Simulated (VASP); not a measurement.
Method: PBE GGA, VASP's PBE PAW potentials (set 64) (plane waves; VASP).

The input files of a VASP run:

INCAR:
```
SYSTEM = SbW
PREC = Accurate
ENCUT = 300
EDIFF = 1E-6
NELM = 100
ALGO = Normal
LREAL = .FALSE.
LASPH = .TRUE.
ISMEAR = -1
SIGMA = 0.1
GGA = PE
LMAXMIX = 6
LWAVE = .FALSE.
LCHARG = .FALSE.
ISIF = 2
```

File POSCAR:
```
SbW
13.442790
  0.1892122097  -0.5000000000   0.0000000000
  0.1892122097   0.5000000000   0.0000000000
  0.0000000000   0.0000000000   0.3728844235
Sb W
2 2
Cartesian
  0.1892122097  -0.0640000000   0.0932211059
  0.1892122097   0.0640000000   0.2796633177
  0.1892122097  -0.3547500000   0.0932211059
  0.1892122097   0.3547500000   0.2796633177
```

### KPOINTS
```
Automatic mesh
0
Gamma
3 3 3
0 0 0
```

KPOINTS_OPT:
```
k-points along high-symmetry lines
5
Line-mode
Reciprocal
  0.000000   0.000000   0.000000 ! GAMMA
 -0.500000   0.500000   0.000000 ! Y

 -0.500000   0.500000   0.000000 ! Y
 -0.285801   0.714199   0.000000 ! C_0

  0.285801   0.285801   0.000000 ! SIGMA_0
  0.000000   0.000000   0.000000 ! GAMMA

  0.000000   0.000000   0.000000 ! GAMMA
  0.000000   0.000000   0.500000 ! Z

  0.000000   0.000000   0.500000 ! Z
  0.285801   0.285801   0.500000 ! A_0

 -0.285801   0.714199   0.500000 ! E_0
 -0.500000   0.500000   0.500000 ! T

 -0.500000   0.500000   0.500000 ! T
 -0.500000   0.500000   0.000000 ! Y

  0.000000   0.000000   0.000000 ! GAMMA
  0.000000   0.500000   0.000000 ! S

  0.000000   0.500000   0.000000 ! S
  0.000000   0.500000   0.500000 ! R

  0.000000   0.500000   0.500000 ! R
  0.000000   0.000000   0.500000 ! Z

  0.000000   0.000000   0.500000 ! Z
 -0.500000   0.500000   0.500000 ! T
```

POTCAR, in this order: Sb W_sv (PBE.64 set). Program: vasp_std.

Task: What will the output report for the number of irreducible k-points (NKPTS), largest plane-wave count, number of space-group operations, FFT grid (NGX, NGY, NGZ)?

Result: 
```json
{
  "number of irreducible k-points (NKPTS)": "8",
  "largest_plane_wave_count": "2035",
  "number_of_space_group_operations": "8",
  "FFT grid (NGX, NGY, NGZ)": "42 × 42 × 28"
}
```

The structure was generated: SbW was put into an ordered model structure, which need not be its known phase. The cell was not relaxed at this level. The k-mesh is coarse (spacing up to 0.44 per Å, 2π included), so the numbers may not be converged in it. VASP warned that the highest band is occupied, so more bands are needed.
